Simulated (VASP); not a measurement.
A convergence study with VASP on CoGa (CsCl type): one setting is varied, all else stays as given below, so the limit is that of these other settings.

```
CELL_PARAMETERS angstrom
      2.88000     0.00000     0.00000
      0.00000     2.88000     0.00000
      0.00000     0.00000     2.88000
ATOMIC_POSITIONS crystal
  Ga 0.50000 0.50000 0.50000
  Co 0.00000 0.00000 0.00000
```

Computed with PBE GGA, VASP's PBE PAW potentials (set 64) (plane waves; VASP). The tightest run used: 550 eV cut-off, 22×22×22 Γ-centred mesh, tetrahedra with Blöchl corrections, potentials Ga_d Co.

Problem. The settings run are 3×3×3 mesh; 4×4×4 mesh; 5×5×5 mesh; 6×6×6 mesh; 7×7×7 mesh; 8×8×8 mesh; 9×9×9 mesh; 10×10×10 mesh; 11×11×11 mesh; 12×12×12 mesh; 13×13×13 mesh; 14×14×14 mesh; 15×15×15 mesh; 16×16×16 mesh; 17×17×17 mesh; 18×18×18 mesh; 19×19×19 mesh; 20×20×20 mesh; 21×21×21 mesh; 22×22×22 mesh. From which on does the energy per atom stay within 0.001 eV/atom of the tightest run?

Solution. From 10×10×10 mesh on: it is off by 0.0001 there and by no more than 0.001 in any finer run, while 9×9×9 mesh is off by 0.0016.
```tsv
setting	E (eV/atom)	pressure (GPa)	irreducible k-points	difference judged (eV/atom)
3×3×3 mesh	-5.2589	-0.67	4	0.0198
4×4×4 mesh	-5.2349	0.82	10	0.0042
5×5×5 mesh	-5.2473	0.44	10	0.0082
6×6×6 mesh	-5.2493	0.23	20	0.0102
7×7×7 mesh	-5.2379	0.40	20	0.0012
8×8×8 mesh	-5.2414	0.35	35	0.0023
9×9×9 mesh	-5.2407	0.41	35	0.0016
10×10×10 mesh	-5.2392	0.42	56	0.0001
11×11×11 mesh	-5.2393	0.42	56	0.0002
12×12×12 mesh	-5.2392	0.41	84	0.0001
13×13×13 mesh	-5.2392	0.43	84	0.0001
14×14×14 mesh	-5.2392	0.43	120	0.0001
15×15×15 mesh	-5.2392	0.43	120	0.0001
16×16×16 mesh	-5.2393	0.43	165	0.0002
17×17×17 mesh	-5.2391	0.44	165	0.0000
18×18×18 mesh	-5.2391	0.43	220	0.0000
19×19×19 mesh	-5.2391	0.44	220	0.0000
20×20×20 mesh	-5.2391	0.44	286	0.0001
21×21×21 mesh	-5.2390	0.44	286	0.0001
22×22×22 mesh	-5.2391	0.44	364	0.0000
```

Left out are rungs that failed or repeat a setting and relaxations that didn't move; long series are thinned to 24 rows.

The compound is CoGa in the CsCl type structure. The cell was not relaxed at this level. The run is not spin-polarised, so no magnetic state was tried.
